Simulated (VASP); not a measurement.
Given:

```
CELL_PARAMETERS angstrom
      4.57000     0.00000     0.00000
      0.00000     4.57000     0.00000
      0.00000     0.00000     4.57000
ATOMIC_POSITIONS crystal
  Cs 0.00000 0.00000 0.00000
  I  0.50000 0.50000 0.50000
```

The numbers are results of revPBE GGA, VASP's PBE PAW potentials (set 64) (plane waves; VASP), not measurements. Numerical set-up: 520 eV cut-off, 5×5×5 Γ-centred mesh, Gaussian smearing of 0.050 eV, potentials Cs_sv I.

Energy and stress use the plane-wave basis of the starting cell.

### Question
The ions, cell shape and volume are relaxed. What does this cell relax into?

### Answer

```
CELL_PARAMETERS angstrom
      4.82606     0.00000     0.00000
      0.00000     4.82606     0.00000
      0.00000     0.00000     4.82606
ATOMIC_POSITIONS crystal
  Cs 0.00000 0.00000 0.00000
  I  0.50000 0.50000 0.50000
```
Space group Pm-3m (221), at a tolerance of 0.03 Å.

### Question
How do energy and volume change from the first to the last step?

### Answer
The energy (σ→0) changes by -39.9 meV/atom and the volume by +17.8 %, in 4 ionic steps.

The compound is CsI in the CsCl type structure. This run relaxes it. Symmetry was kept, so distortions that lower it aren't found.
